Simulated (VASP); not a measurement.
Calculation: r2SCAN meta-GGA, VASP's PBE PAW potentials (set 64) (plane waves; VASP).

Input for VASP

### POSCAR
```
NiO
1.0
  0.0000000000   2.0931700000   2.0931700000
  2.0931700000   0.0000000000   2.0931700000
  2.0931700000   2.0931700000   0.0000000000
Ni O
1 1
Cart
  0.0000000000   0.0000000000   0.0000000000
  2.0931700000   2.0931700000   2.0931700000
```

INCAR:
```
ALGO  =  Normal
EDIFF  =  1E-6
EDIFFG  =  -0.01
ENCUT  =  520
IBRION  =  2
ISIF  =  3
ISMEAR  =  0
ISPIN  =  2
LASPH  =  .TRUE.
LCHARG  =  .FALSE.
LMAXMIX  =  4
LMIXTAU  =  .TRUE.
LORBIT  =  10
LREAL  =  .FALSE.
LWAVE  =  .FALSE.
METAGGA  =  R2SCAN
NELM  =  100
NSW  =  60
PREC  =  Accurate
SIGMA  =  0.05
SYSTEM  =  NiO
```

### KPOINTS
```
Automatic
0
Gamma
10 10 10
0 0 0
```

POTCAR, in this order: Ni O (PBE.64 set). Program: vasp_std. The INCAR's line for the spin-polarised start is left out here.

Question: What will the output report for the number of irreducible k-points (NKPTS), number of bands (NBANDS), largest plane-wave count, number of space-group operations, FFT grid (NGX, NGY, NGZ)?

Answer: 
- number of irreducible k-points (NKPTS): 47
- number of bands (NBANDS): 13
- largest plane-wave count: 531
- number of space-group operations: 48
- FFT grid (NGX, NGY, NGZ): 24 × 24 × 24

The structure comes from a computed database's NiO entry (Fm-3m); how it stands against other phases isn't given here. This run relaxes it. Symmetry was kept, so distortions that lower it aren't found.
